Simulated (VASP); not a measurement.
Computed with PBE GGA, VASP's PBE PAW potentials (set 64) (plane waves; VASP).

A VASP calculation is set up with these files.

POSCAR:
```
La
1
    1.8755355869    -3.2485231522     0.0000000000
    1.8755355869     3.2485231522    -0.0000000000
    0.0000000000     0.0000000000    12.1715765477
La
4
Direct
  0.0000000000   1.0000000000   0.5000000000
  0.0000000000   1.0000000000   0.0000000000
  0.3333330000   0.6666670000   0.2500000000
  0.6666670000   0.3333330000   0.7500000000
```

INCAR:
```
# general
SYSTEM   =  La
PREC     =  Accurate
ENCUT    =  400
LREAL    =  F
LASPH    =  T

# electronic loop
EDIFF    =  1E-6
NELM     =  100
ALGO     =  Normal
LMAXMIX  =  6

# smearing
ISMEAR   =  1
SIGMA    =  0.1

# functional
GGA      =  PE

# ions
IBRION   =  2
NSW      =  60
ISIF     =  3
EDIFFG   =  -0.02

# output
LWAVE    =  F
LCHARG   =  F
```

File KPOINTS:
```
Automatic mesh
0
Gamma
9 9 3
0 0 0
```

POTCAR, in this order: La (PBE.64 set). Program: vasp_std.

Output of the run:

**OSZICAR**
```
       N       E                     dE             d eps       ncg     rms          rms(c)
DAV:   1     0.534674376825E+03    0.53467E+03   -0.12718E+04  1256   0.186E+03
DAV:   2     0.912818404177E+02   -0.44339E+03   -0.43836E+03  1904   0.434E+02
DAV:   3    -0.565517666104E+01   -0.96937E+02   -0.96240E+02  2242   0.258E+02
DAV:   4    -0.175187449084E+02   -0.11864E+02   -0.11544E+02  2328   0.846E+01
DAV:   5    -0.192922705065E+02   -0.17735E+01   -0.17215E+01  2488   0.300E+01    0.482E+00
DAV:   6    -0.194906665996E+02   -0.19840E+00   -0.23041E+00  2416   0.102E+01    0.249E+00
DAV:   7    -0.195168669063E+02   -0.26200E-01   -0.35199E-01  2400   0.402E+00    0.602E-01
DAV:   8    -0.195260441266E+02   -0.91772E-02   -0.54807E-02  2432   0.143E+00    0.214E-01
DAV:   9    -0.195280426880E+02   -0.19986E-02   -0.86399E-03  2448   0.465E-01    0.168E-01
DAV:  10    -0.195296835333E+02   -0.16408E-02   -0.76997E-03  1896   0.558E-01    0.290E-02
DAV:  11    -0.195296931043E+02   -0.95709E-05   -0.70934E-04  2352   0.226E-01    0.340E-02
DAV:  12    -0.195297086103E+02   -0.15506E-04   -0.12442E-04  2280   0.595E-02    0.182E-02
DAV:  13    -0.195297159262E+02   -0.73159E-05   -0.42051E-05  1944   0.412E-02    0.396E-03
DAV:  14    -0.195297123545E+02    0.35717E-05   -0.61048E-06  1288   0.214E-02    0.184E-03
DAV:  15    -0.195297122941E+02    0.60439E-07   -0.18334E-06  1256   0.147E-02
   1 F= -.19529712E+02 E0= -.19529527E+02  d E =-.195297E+02
       N       E                     dE             d eps       ncg     rms          rms(c)
DAV:   1    -0.195436897083E+02   -0.13977E-01   -0.84995E-01  2066   0.157E+01    0.505E-01
DAV:   2    -0.195348228129E+02    0.88669E-02   -0.30112E-02  2136   0.211E+00    0.256E-01
DAV:   3    -0.195320114449E+02    0.28114E-02   -0.16765E-02  2216   0.126E+00    0.683E-02
DAV:   4    -0.195320039727E+02    0.74721E-05   -0.97483E-04  2264   0.300E-01    0.388E-02
DAV:   5    -0.195320164166E+02   -0.12444E-04   -0.78168E-05  2336   0.800E-02    0.195E-02
DAV:   6    -0.195320095330E+02    0.68836E-05   -0.28692E-05  2080   0.487E-02    0.303E-03
DAV:   7    -0.195320099833E+02   -0.45028E-06   -0.12378E-06  1168   0.146E-02
   2 F= -.19532010E+02 E0= -.19532067E+02  d E =-.229769E-02
       N       E                     dE             d eps       ncg     rms          rms(c)
DAV:   1    -0.195408788542E+02   -0.88693E-02   -0.60198E-01  2040   0.132E+01    0.423E-01
DAV:   2    -0.195346892465E+02    0.61896E-02   -0.21183E-02  2134   0.179E+00    0.216E-01
DAV:   3    -0.195326962451E+02    0.19930E-02   -0.11934E-02  2216   0.107E+00    0.577E-02
DAV:   4    -0.195326878297E+02    0.84154E-05   -0.69318E-04  2248   0.253E-01    0.328E-02
DAV:   5    -0.195326953922E+02   -0.75625E-05   -0.57125E-05  2264   0.690E-02    0.166E-02
DAV:   6    -0.195326890058E+02    0.63864E-05   -0.24354E-05  2088   0.457E-02    0.258E-03
DAV:   7    -0.195326897019E+02   -0.69607E-06   -0.12225E-06  1128   0.145E-02
   3 F= -.19532690E+02 E0= -.19532974E+02  d E =-.297741E-02
       N       E                     dE             d eps       ncg     rms          rms(c)
DAV:   1    -0.195327245956E+02   -0.35590E-04   -0.23799E-03  2076   0.839E-01    0.265E-02
DAV:   2    -0.195327013030E+02    0.23293E-04   -0.81888E-05  2144   0.111E-01    0.136E-02
DAV:   3    -0.195326937880E+02    0.75150E-05   -0.47077E-05  2200   0.669E-02    0.372E-03
DAV:   4    -0.195326933369E+02    0.45117E-06   -0.21299E-06  1184   0.166E-02
   4 F= -.19532693E+02 E0= -.19532991E+02  d E =-.298104E-02
       N       E                     dE             d eps       ncg     rms          rms(c)
DAV:   1    -0.195360272360E+02   -0.33334E-02   -0.12969E-01  1990   0.469E+00    0.269E-01
DAV:   2    -0.195335299307E+02    0.24973E-02   -0.92129E-03  2100   0.105E+00    0.129E-01
DAV:   3    -0.195328325396E+02    0.69739E-03   -0.46950E-03  2192   0.581E-01    0.326E-02
DAV:   4    -0.195328369623E+02   -0.44227E-05   -0.35753E-04  2212   0.182E-01    0.144E-02
DAV:   5    -0.195328488279E+02   -0.11866E-04   -0.39898E-05  2304   0.479E-02    0.128E-02
DAV:   6    -0.195328541342E+02   -0.53063E-05   -0.11264E-05  1564   0.323E-02    0.463E-03
DAV:   7    -0.195328556638E+02   -0.15296E-05   -0.25500E-06  1280   0.225E-02    0.102E-03
DAV:   8    -0.195328559602E+02   -0.29639E-06   -0.72757E-07   796   0.184E-02
   5 F= -.19532856E+02 E0= -.19533200E+02  d E =-.162623E-03
```

OUTCAR:
```
------------------------ aborting loop because EDIFF is reached ----------------------------------------
  FORCE on cell =-STRESS in cart. coord.  units (eV):
  Direction    XX          YY          ZZ          XY          YZ          ZX
  --------------------------------------------------------------------------------------
  Total       -0.0021567     -0.0021567      0.0092595      0.0000000      0.0000000      0.0000000
  in kB       -0.0232152     -0.0232152      0.0996707      0.0000000      0.0000000      0.0000000
  external PRESSURE =       0.0177468 kB  Pullay stress =       0.0000000 kB
  volume of cell :      148.84
      direct lattice vectors                 reciprocal lattice vectors
     1.887205089 -3.268735326  0.000000000     0.264942058 -0.152964358 -0.000000000
     1.887205089  3.268735326  0.000000000     0.264942058  0.152964358 -0.000000000
     0.000000000  0.000000000 12.064274082    -0.000000000  0.000000000  0.082889364
 POSITION                                       TOTAL-FORCE (eV/Angst)
 -----------------------------------------------------------------------------------
      1.88721     -3.26874      6.03214        -0.000000     -0.000000     -0.000000
      1.88721     -3.26874      0.00000        -0.000000     -0.000000     -0.000000
      1.88721      1.08958      3.01607         0.000000      0.000000      0.000000
      1.88721     -1.08958      9.04821         0.000000     -0.000000     -0.000000
 -----------------------------------------------------------------------------------
    total drift:                               -0.000000     -0.000000     -0.000000
  FREE ENERGIE OF THE ION-ELECTRON SYSTEM (eV)
  ---------------------------------------------------
  free  energy   TOTEN  =       -19.5328559602 eV

  energy  without entropy=      -19.5338892864  energy(sigma->0) =      -19.53320040

 reached required accuracy - stopping structural energy minimisation
```
(Selected blocks of OUTCAR.)

CONTCAR:
```
La
   1.00000000000000
     1.8872050886598670   -3.2687353263262735    0.0000000000000000
     1.8872050886598670    3.2687353263262735    0.0000000000000000
     0.0000000000000000    0.0000000000000000   12.0642740823168140
  La
     4
Direct
     1.0000000000000000    0.0000000000000000    0.5000000000000000
     1.0000000000000000    0.0000000000000000    0.0000000000000000
     0.3333330000000032    0.6666669999999968    0.2500000000000000
     0.6666669999999968    0.3333330000000032    0.7500000000000000
```

The compound is La in the dhcp structure. This run relaxes it. Symmetry was kept, so distortions that lower it aren't found. The start is the result of an earlier pass.
